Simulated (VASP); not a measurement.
The system is AlGa3N2.

```
CELL_PARAMETERS angstrom
4.20451 0.00000 0.00000
-2.10225 3.64121 0.00000
0.00000 0.00000 6.75405
ATOMIC_POSITIONS crystal
Al 0.00000 0.00000 0.50000
Ga 0.50000 0.00000 0.50000
Ga 0.00000 0.50000 0.50000
Ga 0.50000 0.50000 0.50000
N 0.00000 0.00000 0.14419
N 0.00000 0.00000 0.85581
```

The cell was built by a generator and needn't be a form met in nature.

* Program: VASP 6.6.1
* Task: relaxation of cell and atoms
* Functional: PBE
* Potentials or basis: VASP PAW PBE potentials, release 64 (Al, Ga_d, N)
* Cutoff: 520 eV
* k mesh: 4 × 4 × 2
* Occupations: gaussian, width 0.15 eV
* Spin: no spin polarisation

At the start: pressure 50.2 GPa; volume 17.23 Å³/atom.

Q: How do energy, volume and symmetry change on relaxing?

A: Over 18 steps the energy falls by 3031.6 meV/atom and the volume is 21.24 Å³/atom (+23.3 %); space group P6/mmm (No. 191, to 0.05 Å).

Step by step:
| step | energy change (eV) | largest force (eV/Å) | pressure (GPa) | volume (Å³) |
| --- | --- | --- | --- | --- |
| 1 | 0.0000 | 4.0050 | 50.19 | 103.40 |
| 2 | -14.4972 | 8.8943 | -13.46 | 188.65 |
| 3 | -14.4636 | 8.8549 | -10.58 | 159.42 |
| 4 | 92.0372 | 722.7069 | 145.70 | 138.58 |
| 5 | -13.1680 | 5.9885 | -9.67 | 159.12 |
| 6 | -13.2763 | 6.1894 | -9.59 | 158.88 |
| 7 | -17.6691 | 2.1466 | -6.19 | 149.20 |
| 8 | -16.5521 | 20.9641 | 2.66 | 146.42 |
| 9 | -17.6800 | 1.4336 | -5.93 | 148.98 |
| 10 | -17.6844 | 0.0055 | -4.81 | 148.69 |
| 11 | -18.1095 | 2.5741 | -0.72 | 135.05 |
| 12 | -18.1238 | 3.1088 | 0.64 | 132.72 |
| 13 | -17.9205 | 5.2647 | -1.79 | 127.72 |
| 14 | -18.1670 | 0.0420 | -0.47 | 131.37 |
| 15 | -18.1670 | 0.0946 | -0.51 | 131.40 |
| 16 | -18.1699 | 0.0868 | -0.30 | 131.00 |
| 17 | -18.1780 | 0.0650 | -0.26 | 129.81 |
| 18 | -18.1894 | 0.0515 | 0.23 | 127.46 |

Final structure:
```cif
data_structure
_symmetry_space_group_name_H-M 'P 1'
_symmetry_Int_Tables_number 1
_cell_length_a 5.2573
_cell_length_b 5.2573
_cell_length_c 5.3248
_cell_angle_alpha 90.000
_cell_angle_beta 90.000
_cell_angle_gamma 120.000
_cell_volume 127.46
loop_
_atom_site_label
_atom_site_type_symbol
_atom_site_fract_x
_atom_site_fract_y
_atom_site_fract_z
_atom_site_occupancy
Al1 Al 0.00000 0.00000 0.50000 1
Ga1 Ga 0.50000 0.00000 0.50000 1
Ga2 Ga 0.00000 0.50000 0.50000 1
Ga3 Ga 0.50000 0.50000 0.50000 1
N1 N 0.00000 0.00000 0.10789 1
N2 N 0.00000 0.00000 0.89211 1
```

Caveat: the k mesh is coarse (spacing up to 0.47 Å⁻¹), so the values aren't converged; the volume moved by over 15 % at a fixed basis, so the end points are rough.
